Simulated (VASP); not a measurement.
The input files of a VASP run:

INCAR:
```
SYSTEM  =  CsPbBr3
PREC  =  Accurate; ENCUT  =  400; LREAL  =  .False.
LASPH  =  .True.
EDIFF  =  1E-6; NELM  =  100; ALGO  =  Normal
LMAXMIX  =  4; LMIXTAU  =  .True.
ISMEAR  =  0; SIGMA  =  0.05
METAGGA  =  R2SCAN
IBRION  =  2; NSW  =  60; ISIF  =  3
EDIFFG  =  -0.02
LWAVE  =  .False.; LCHARG  =  .False.
```

### KPOINTS
```
Regular mesh
0
gamma
 4 3 3
0 0 0
```

File POSCAR:
```
CsPbBr3
1.0
  6.0287596060   0.0000000000   0.0000000000
  0.0000000000   5.8098127899   5.8107425687
  0.0000000000  -5.8098127899   5.8107425687
Cs Pb Br
2 2 6
Cart
  3.0143798030   0.0000000000   5.7438106344
  3.0143798030  -0.0000000000  11.5844892226
  0.0000000000   2.9118772959   8.6269278061
  0.0000000000  -2.9118772959   8.6269278061
  0.0000000000  -3.6340845378   5.7254333929
  0.0000000000   3.6340845378   5.7254333929
  3.0143798030  -2.9429332040   8.5960365587
  3.0143798030   2.9429332040   8.5960365587
  0.0000000000  -0.0000000000   3.5629389838
  0.0000000000   0.0000000000   7.9149883231
```

POTCAR, in this order: Cs_sv Pb_d Br (PBE.64 set). Program: vasp_std.

Translate this r2SCAN calculation to Ansatz.

One equivalent input (not run):
Ansatz 0.2 input:
```yaml
crystal:
  lattice:
    - [6.0287596, 0.0000000, 0.0000000]
    - [0.0000000, 5.8098128, 5.8107426]
    - [0.0000000, -5.8098128, 5.8107426]
  atoms:
    - { symbol: Cs, position: [0.5000000, 0.4942407, 0.4942407] }
    - { symbol: Cs, position: [0.5000000, 0.9968166, 0.9968166] }
    - { symbol: Pb, position: [0.0000000, 0.9929257, 0.4917258] }
    - { symbol: Pb, position: [0.0000000, 0.4917258, 0.9929257] }
    - { symbol: Br, position: [0.0000000, 0.1799053, 0.8054134] }
    - { symbol: Br, position: [0.0000000, 0.8054134, 0.1799053] }
    - { symbol: Br, position: [0.5000000, 0.4863950, 0.9929403] }
    - { symbol: Br, position: [0.5000000, 0.9929403, 0.4863950] }
    - { symbol: Br, position: [0.0000000, 0.3065821, 0.3065821] }
    - { symbol: Br, position: [0.0000000, 0.6810651, 0.6810651] }
kpoints:
  mp_grid: { grid: [4, 3, 3] }
hamiltonian:
  xc: r2scan
  pseudopotentials: { kind: paw }
scf:
  occupations: { method: gaussian, width: 0.05 }
  max_iter: 100
relax:
  max_steps: 60
  f_tol: 0.02
  cell: {}
output: { forces: true, stress: true, eigenvalues: true }
```
The two are equivalent in intent, not identical: each code has its own PAW files, so the cut-off isn't converted (ENCUT is set for VASP's; basis.ecutwfc is left out, and Ansatz then takes the one that its files recommend); Ansatz stops its SCF on the density residual and VASP on the energy change (EDIFF).

The structure comes from a computed database's CsPbBr3 entry (Amm2); how it stands against other phases isn't given here. It was relaxed first. The start is the result of an earlier pass.
